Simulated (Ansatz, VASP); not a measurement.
## CuRu: VASP beside Ansatz

Aim: how closely do two programs agree when they are given the same cell, functional and k mesh? The cell is invented: As first built, before any earlier steps moved the atoms: it takes the FeRu structure with some of its atoms replaced by other elements, volume scaled by an estimate. It may not be a known or stable phase. The cell is a member of a volume series, scaled by 1.02 from a relaxed one, so a pressure remains.

Calculated with Ansatz 0.2.0; plane waves, with VASP 6.6.1 beside it; single point at r2SCAN.

### Step 1. The starting structure

The structure is hexagonal, space group P-6m2 (No. 187). Conventional cell: a = 2.634 Å, b = 2.634 Å, c = 4.350 Å, α = 90.00°, β = 90.00°, γ = 120.00°. Nearest to Ru lie 6 Ru at 2.63 Å and 6 Cu at 2.65 Å. Nearest to Cu lie 6 Cu at 2.63 Å and 6 Ru at 2.65 Å. As first built, before any earlier steps moved the atoms: sites of the FeRu structure (space group 187) filled with other elements, volume scaled by an estimate. Farther neighbours are not listed.

Coordinates:

```xyz
2
Lattice="2.6336 0.0000 0.0000 -1.3168 2.2808 0.0000 0.0000 0.0000 4.3496" Properties=species:S:1:pos:R:3 pbc="T T T"
Ru    1.3168    0.7603    0.0000
Cu    0.0000    0.0000    2.1748
```

### Step 2. VASP: single point, r2SCAN

A single point gives forces, pressure and levels at one fixed geometry, so differences don't come from the geometry; what else differs is listed under the comparison.

Lines of VASP's logs that name or quote its potential files are left out, and so is its time.

INCAR

```
SYSTEM = CuRu
PREC = Accurate
ENCUT = 400
EDIFF = 1E-06
NELM = 100
ISMEAR = 0
SIGMA = 0.05
LREAL = .FALSE.
ALGO = Normal
METAGGA = R2SCAN
LASPH = .TRUE.
LORBIT = 11
LWAVE = .FALSE.
LCHARG = .FALSE.
ISIF = 2
```

POSCAR

```
CuRu
1.0
    2.6336043112     -0.0000000115      0.0000000000
   -1.3168016723      2.2807679473      0.0000000000
    0.0000000000      0.0000000000      4.3496255876
Ru Cu
1 1
Direct
    0.6666666700      0.3333333300      0.0000000000
    0.0000000000      0.0000000000      0.5000000000
```

KPOINTS

```
Automatic mesh
0
Gamma
8 8 5
0 0 0
```

The projector-augmented-wave data sets are Ru_pv and Cu (PBE family, release 64).

Command:

```
$ mpirun -np 1 vasp_std
```

Numbers of over 12 decimals in the logs are rounded to 6 here.

What it wrote:

```text
[banner, memory and clock lines left out]
running    1 mpi-ranks, on    1 nodes
 distrk:  each k-point on    1 cores,    1 groups
 distr:  one band on    1 cores,    1 groups

 POSCAR found type information on POSCAR RuCu
 POSCAR found :  2 types and       2 ions
|                                                                             |
|               ----> ADVICE to this user running VASP <----                  |
|                                                                             |
|     You enforced a specific xc type in the INCAR file but a different       |
|     [... a line on the potential file left out ...]
|     I HOPE YOU KNOW WHAT YOU ARE DOING!                                     |
|                                                                             |

 LDA part: xc-table for (None), standard interpolation
 POSCAR, INCAR and KPOINTS ok, starting setup
 FFT: planning ... GRIDC
 FFT: planning ... GRID_SOFT
 FFT: planning ... GRID
 WAVECAR not read
 entering main loop
       N       E                     dE             d eps       ncg     rms          rms(c)
DAV:   1     0.126277411726E+03    0.12628E+03   -0.12914E+04  1072   0.194E+03
DAV:   2    -0.398286423926E+02   -0.16611E+03   -0.16353E+03   992   0.396E+02
DAV:   3    -0.437977810692E+02   -0.39691E+01   -0.39242E+01  1224   0.716E+01
DAV:   4    -0.438653991613E+02   -0.67618E-01   -0.67495E-01  1208   0.790E+00
DAV:   5    -0.438692065884E+02   -0.38074E-02   -0.38070E-02  1464   0.160E+00    0.189E+01
DAV:   6    -0.402887795244E+02    0.35804E+01   -0.92094E+01  1032   0.249E+02    0.133E+01
DAV:   7    -0.356169580925E+02    0.46718E+01   -0.16339E+01  1200   0.897E+01    0.325E+00
DAV:   8    -0.355361597698E+02    0.80798E-01   -0.14926E+00  1304   0.356E+01    0.154E+00
DAV:   9    -0.355476731950E+02   -0.11513E-01   -0.52706E-01  1376   0.206E+01    0.139E+00
DAV:  10    -0.355261411166E+02    0.21532E-01   -0.27335E-01  1224   0.165E+01    0.740E-01
DAV:  11    -0.355200118174E+02    0.61293E-02   -0.60317E-02  1336   0.744E+00    0.195E-01
DAV:  12    -0.355197962157E+02    0.21560E-03   -0.25176E-03  1488   0.104E+00    0.100E-01
DAV:  13    -0.355197002209E+02    0.95995E-04   -0.43582E-04  1472   0.452E-01    0.415E-02
DAV:  14    -0.355196969233E+02    0.32976E-05   -0.20934E-04  1328   0.398E-01    0.237E-02
DAV:  15    -0.355196933472E+02    0.35760E-05   -0.19827E-05  1384   0.854E-02    0.135E-02
DAV:  16    -0.355196915925E+02    0.17547E-05   -0.27245E-06   880   0.404E-02    0.746E-03
DAV:  17    -0.355196910947E+02    0.49778E-06   -0.21510E-06   744   0.375E-02
   1 F= -.35519691E+02 E0= -.35516697E+02  d E =-.598782E-02
```

Parts of OUTCAR (step 2):

```text
ion  position               nearest neighbor table
   1  0.667  0.333  0.000-   2 2.65   2 2.65   2 2.65   2 2.65   2 2.65   2 2.65
   2  0.000  0.000  0.500-   1 2.65   1 2.65   1 2.65   1 2.65   1 2.65   1 2.65

  LATTYP: Found a hexagonal cell.
 ALAT       =     2.6336043112
 C/A-ratio  =     1.6515865991

 Subroutine GETGRP returns: Found 12 space group operations
 (whereof 12 operations were pure point group operations)

The static configuration has the point symmetry D_3h.

 Found     30 irreducible k-points:

   k-points           NKPTS =     30   k-points in BZ     NKDIM =     30   number of bands    NBANDS=     16

   dimension x,y,z NGX =    18 NGY =   18 NGZ =   28
   dimension x,y,z NGXF=    36 NGYF=   36 NGZF=   56

   ENCUT  =  400.0 eV  29.40 Ry    5.42 a.u.   4.29  4.29  7.09*2*pi/ulx,y,z

   NELECT =      25.0000    total number of electrons

 k-points in reciprocal lattice and weights: Automatic mesh
   0.00000000  0.00000000  0.00000000       0.003
   0.12500000  0.00000000  0.00000000       0.019
   0.25000000  0.00000000  0.00000000       0.019
   0.37500000 -0.00000000  0.00000000       0.019
   0.50000000  0.00000000  0.00000000       0.009
   0.12500000  0.12500000  0.00000000       0.019
   0.25000000  0.12500000  0.00000000       0.038
   0.37500000  0.12500000  0.00000000       0.038
   0.25000000  0.25000000  0.00000000       0.019
[...]
0.25000000  0.25000000  0.40000000       0.038
   0.37500000  0.25000000  0.40000000       0.038

 average (electrostatic) potential at core
       1 -74.9497       2 -67.0350

 E-fermi :   9.7616

 k-point     1 :       0.0000    0.0000    0.0000
  band No.  band energies     occupation
    ...
      9       7.2197      2.00000
     10       7.2198      2.00000
     11       7.7490      2.00000
     12       7.7490      2.00000
     13       9.6306      1.99979
     14      10.5099      0.00000
     15      10.5099      0.00000
     16      16.7813      0.00000

 k-point     2 :       0.1250    0.0000    0.0000
  band No.  band energies     occupation
    ...
      9       6.9181      2.00000
     10       7.1402      2.00000
     11       7.5132      2.00000
     12       8.2527      2.00000
     13       8.2552      2.00000
     14      10.4385      0.00000
     15      12.3941      0.00000
     16      16.8490      0.00000

 k-point     3 :       0.2500    0.0000    0.0000
  band No.  band energies     occupation
    ...
      9       6.9490      2.00000
     10       7.2630      2.00000
     11       7.3842      2.00000
     12       8.1097      2.00000
     13       9.6426      1.99924
     14      10.2793      0.00000
     15      14.9104      0.00000
     16      17.1096      0.00000

  Total       -0.7739485     -0.7739483     -0.6693355     -0.0000002     -0.0000000      0.0000000
  in kB      -47.4612475    -47.4612352    -41.0460102     -0.0000098     -0.0000000      0.0000000
  external PRESSURE =     -45.3228309 kB  Pullay stress =       0.0000000 kB

  energy-cutoff  :      400.00
  volume of cell :       26.13
      direct lattice vectors                 reciprocal lattice vectors
     2.633604311 -0.000000012  0.000000000     0.379707763  0.219224327  0.000000000
    -1.316801672  2.280767947  0.000000000     0.000000002  0.438448814  0.000000000
     0.000000000  0.000000000  4.349625588     0.000000000  0.000000000  0.229904846

 POSITION                                       TOTAL-FORCE (eV/Angst)
 -----------------------------------------------------------------------------------
      1.31680      0.76026      0.00000         0.000000     -0.000000      0.000000
      0.00000      0.00000      2.17481        -0.000000      0.000000      0.000000
 -----------------------------------------------------------------------------------
    total drift:                               -0.000016      0.000012      0.000000

  FREE ENERGIE OF THE ION-ELECTRON SYSTEM (eV)
  ---------------------------------------------------
  free  energy   TOTEN  =       -35.5196910947 eV

  energy  without entropy=      -35.5137032720  energy(sigma->0) =      -35.51669718

 total charge
# of ion       s       p       d       tot
------------------------------------------
    1        0.394   6.255   5.990  12.640
    2        0.452   0.426   9.162  10.040
--------------------------------------------------
tot          0.846   6.681  15.152  22.679

[... 3 further parts left out ...]
```

The run ends at a pressure of -4.53 GPa.

### Step 3. Ansatz: single point, r2SCAN

Ansatz runs on its default PAW (the set named soft_2) files.

The same cell, functional, mesh and smearing now go to Ansatz, which takes its cutoff from its data sets.

input.yaml

```yaml
crystal:
  lattice:
    - [2.6336043112, -1.15e-08, 0.0]
    - [-1.3168016723, 2.2807679473, 0.0]
    - [0.0, 0.0, 4.3496255876]
  atoms:
    - { symbol: Ru, position: [0.66666667, 0.33333333, 0.0] }
    - { symbol: Cu, position: [0.0, 0.0, 0.5] }
hamiltonian:
  xc: r2scan
  pseudopotentials: { kind: paw }
kpoints:
  mp_grid: { grid: [8, 8, 5] }
scf:
  occupations: { method: gaussian, width: 0.05 }
  n_extra_bands: 4
output:
  forces: true
  stress: true
  eigenvalues: true
```

Command:

```
$ ansatz run input.yaml --threads 2 --pin off --max-ram 4608MiB --backend cpu --events-out ev --progress --plain --runs-dir out
```

What it wrote:

```text
Warning: the atoms were moved onto the symmetric positions of the space group found under crystal.symmetry.tolerance 1.0e-5 (fractional; no operation is sought that the atoms, as they stand in a round, miss by more than twice it, and no atom is moved by as much as it), and the run uses the moved positions. Before a round's move an operation carried an atom to 1.32e-8 Å from where it should land, the largest such dist [...]
scf.n_extra_bands = 4 over 18 filled bands (N_el = 35.0): the run solves 22 bands
Engine: ansatz 0.2.0, aarch64-unknown-linux-gnu
Pseudopotentials: kind: paw
Pseudopotential: Ru, paw, valence charge 16, recommended cutoff 500 eV (meta_gga), Ru.paw.azcp
Pseudopotential: Cu, paw, valence charge 19, recommended cutoff 500 eV (meta_gga), Cu.paw.azcp
Functional definition: r2SCAN
  parameter k0 = 0.174
  parameter k1 = 0.065
  parameter a1 = 4.9479
  exchange = r2scan_x(k0 = k0, k1 = k1, a1 = a1)
  correlation = r2scan_c
Crystal: 2 atoms, lattice volume = 26.127 Å³
Basis set: ecut = 500 eV, 663 PW (Γ), exchange–correlation on 80×80×128 points (64 copies of the dense FFT grid, shifted against one another)
Bands: 22, of which v1, the nominal top of the filled ones, is band 18 counted from 1 (17 counted from 0)
Symmetry: 12 space group operations
Space group: P-6m2 (ITA 187), of the structure as read, at distance tolerance 3.0e-5 Å
k-points: 30 of 320 (time reversal used)
Non-local potential: Ru, projectors of the file, l = 0: 3, l = 1: 2, l = 2: 2, l = 3: 1
Non-local potential: Cu, projectors of the file, l = 0: 3, l = 1: 2, l = 2: 3, l = 3: 1
PAW form: soft (Blöchl's): semilocal exchange-correlation on the pseudo side does not see the compensation charge
PAW frozen core: Ru, regenerated for the run's functional (the file was generated under x = pbe(κ = 0.804, μ = 0.219515), c = pbe(β = 0.066725))
PAW frozen core: Cu, regenerated for the run's functional (the file was generated under x = pbe(κ = 0.804, μ = 0.219515), c = pbe(β = 0.066725))
PAW one-centre angular grid: Ru, 590 points (default); XC on 160 Gauss nodes
PAW one-centre angular grid: Cu, 590 points (default); XC on 160 Gauss nodes
Initial density: superposition of atomic densities (neutral atoms: chi_scale 0, normalization atom), corrected by the library's trained network
Initial wavefunctions: pseudopotential atomic-orbital guess
Functional: x = r2scan, c = r2scan; τ floored in thin density (d = 2e-4 eV/Å³)
SCF iter   1: F=—  HF=-12521.214387 eV  |F-HF|=—  |Δ(HF+E_count)|=         —  Δρ=3.23e-2  dr2=1.84e-1  dr2_τ=8.21e-3  ethr=1.77e-3  ⟨swp⟩=5.4  Hψ=2591  notcnv=0
preconditioner: auto → none  [metal: Δε(μ)=0.009 eV  Ē_g=9.219 eV  σ=0.050 eV  W_gap=0.11  n_scr=8 (ndim 8)  ℏωp=31.7 eV  f_vac=0.000  D(μ)=6.22/eV (n_scr^D=134)  sad-step TF]
SCF iter   2: F=—  HF=-12521.231148 eV  |F-HF|=—  |Δ(HF+E_count)|=   1.68e-2  Δρ=2.85e-2  dr2=1.59e-1  dr2_τ=4.87e-3  ethr=5.25e-4  ⟨swp⟩=2.0  Hψ=1261  notcnv=0  defer=5
SCF iter   3: F=—  HF=-12521.203804 eV  |F-HF|=—  |Δ(HF+E_count)|=   2.73e-2  Δρ=6.33e-3  dr2=5.48e-3  dr2_τ=2.61e-4  ethr=4.54e-4  ⟨swp⟩=2.0  Hψ=1004  notcnv=0  defer=5
SCF iter   4: F=—  HF=-12521.203742 eV  |F-HF|=—  |Δ(HF+E_count)|=   6.21e-5  Δρ=3.49e-3  dr2=3.85e-3  dr2_τ=1.30e-4  ethr=1.57e-5  ⟨swp⟩=2.3  Hψ=1321  notcnv=0  defer=5
SCF iter   5: F=—  HF=-12521.203463 eV  |F-HF|=—  |Δ(HF+E_count)|=   2.79e-4  Δρ=1.58e-3  dr2=4.57e-4  dr2_τ=6.28e-6  ethr=1.10e-5  ⟨swp⟩=1.0  Hψ=663  notcnv=0  defer=5
SCF iter   6: F=—  HF=-12521.203496 eV  |F-HF|=—  |Δ(HF+E_count)|=   3.31e-5  Δρ=6.71e-4  dr2=1.21e-4  dr2_τ=5.70e-6  ethr=1.31e-6  ⟨swp⟩=2.6  Hψ=960  notcnv=0  defer=5
SCF iter   7: F=—  HF=-12521.203490 eV  |F-HF|=—  |Δ(HF+E_count)|=   5.90e-6  Δρ=1.67e-4  dr2=2.89e-6  dr2_τ=1.46e-7  ethr=3.47e-7  ⟨swp⟩=1.1  Hψ=673  notcnv=0  defer=5
SCF iter   8: F=—  HF=-12521.203491 eV  |F-HF|=—  |Δ(HF+E_count)|=   1.30e-6  Δρ=5.33e-5  dr2=4.21e-7  dr2_τ=1.51e-8  ethr=8.24e-9  ⟨swp⟩=2.0  Hψ=995  notcnv=0  defer=5
SCF iter   9: F=—  HF=-12521.203492 eV  |F-HF|=—  |Δ(HF+E_count)|=   1.83e-7  Δρ=2.00e-5  dr2=1.01e-7  dr2_τ=1.59e-9  ethr=2.86e-10  ⟨swp⟩=5.7  Hψ=2869  notcnv=0
SCF iter  10: F=-12521.203492 eV  HF=-12521.203492 eV  |F-HF|=3.67e-10  |Δ(HF+E_count)|=   4.26e-9  Δρ=3.01e-6  dr2=2.01e-9  dr2_τ=2.19e-11  ethr=2.86e-10  ⟨swp⟩=4.1  Hψ=2108  notcnv=0
SCF 1 converged in 10 iterations: F = -12521.203492 eV  dr2 = 2.01e-9
  greatest PAW one-centre occupation: 1.000 electrons in one spin orbital (limit 2), on the Cu atom at site 1 (counted from 0), in its partial waves of l = 0
SCF converged after 10 iterations
Free energy (F): -12521.203492 eV
Harris-Foulkes:  -12521.203492 eV  (|F-HF|=3.67e-10)
Internal energy: -12521.197827 eV  (E = F + TS)
E sigma→0 (E₀):  -12521.200659 eV
Entropy (-TS):   -0.005665 eV (-2.832 meV/atom)
Fermi energy:    19.457605 eV
--- Per-component energies (eV) ---
  E_band       = -458.615546
  E_kinetic    = 813.286529
  E_local      = -5522.511324  (includes V_loc(G=0)·N_el)
  E_nonlocal   = 738.511705
  E_hartree    = 2296.560163
  E_xc         = -267.344000
  E_vxc        = -390.510429  (∫ρ·V_xc dr)
  E_paw        = -5156.413943  (= ΣΔE_a)
  E_vpaw       = -718.212824  (= ΣTr[D̂ρ^β])
  E_aug_tail   = 0.000228  (compensation charges beyond the density's cutoff)
  E_vtau       = 27.697233  (kinetic-family band-sum trace: ∫τ·v_τ [+ j·A + Jᵃ·Aᵃ] dr)
  E_ewald      = -5422.675121
  E_core_change = -0.612064  (= ΣΔE_core)
  E_smearing   = -0.005665  (= −TS)
  E_closure    = 0.000000  (closes the sum)
  Σ components = -12521.203492   (vs F -12521.203492, Δ=0.00e0)
--- Forces (eV/Å), atoms counted from 1 ---
  atom   1  Ru     0.00000000     0.00000000     0.00000000
  atom   2  Cu    -0.00000000    -0.00000000     0.00000000
  max |Σ_I F_I| component: 1.20e-16 eV/Å
--- Stress (GPa, compression-positive) ---
       -4.661101       0.000000       0.000000
        0.000000      -4.661101       0.000000
        0.000000       0.000000      -4.269429
  P = ⅓ Tr σ = -4.5305 GPa (-45.305 kbar)
--- Band table (eV; the first three rows and the last of 30) ---
  k-point 0: bands = [... 14 lower, 16.9362, 17.4416, 17.4416, 19.3011, 20.1972, 20.1972, 26.4691, 36.2977]
  k-point 1: bands = [... 14 lower, 16.8187, 17.6158, 17.6158, 18.0791, 20.1868, 20.1868, 28.1999, 36.2336]
  k-point 2: bands = [... 14 lower, 16.6592, 16.6592, 17.8470, 17.8470, 20.1612, 20.1612, 31.1927, 36.1771]
  k-point 29: bands = [... 14 lower, 17.5264, 17.9247, 18.3544, 19.6452, 23.2168, 25.6618, 27.3906, 28.8520]
```

Elapsed: 2.4 s, on 2 threads of Arm Neoverse V2, shared host; peak memory 0.36 GiB; 4.7 s of CPU time.

The run ends at a pressure of -4.53 GPa.

### Step 4. Differences

Known differences besides the PAW data sets themselves: VASP keeps PBE cores, Ansatz makes them for the functional; the data sets hold 35 valence electrons in Ansatz (default PAW (the set named soft_2) files) and 25 in VASP; the cutoff is 500 eV in Ansatz and 400 eV in VASP. Total energies have different zeros and are not compared.

Compared:

```tsv
quantity	Ansatz	VASP	difference
pressure (GPa)	-4.53	-4.53	0.00
```

Ansatz's pressure holds a Pulay correction of 0.10 GPa; VASP's holds none.

### Step 5. What came out

* difference in pressure (single point, r2SCAN, volume scaled by 1.02): 0.0017 GPa

The difference in pressure is 0.0017 GPa (single point, r2SCAN), within the 1 GPa picked in this series as the mark of a large difference. How closely two codes agree says nothing of how well the functional describes the real material.

[Lines on the potential files, build, host, timing and source positions are cut from VASP's logs without a mark.]

[Logs are printed without paths, hosts, clocks, repeated set-up lines and the standing remarks that a program may print on its own settings, such as how far it seeks lower states.]

[Hosts, paths, dates, database ids (printed as entryN), source tags and the programs' standing remarks are cut or masked in the printed files.]
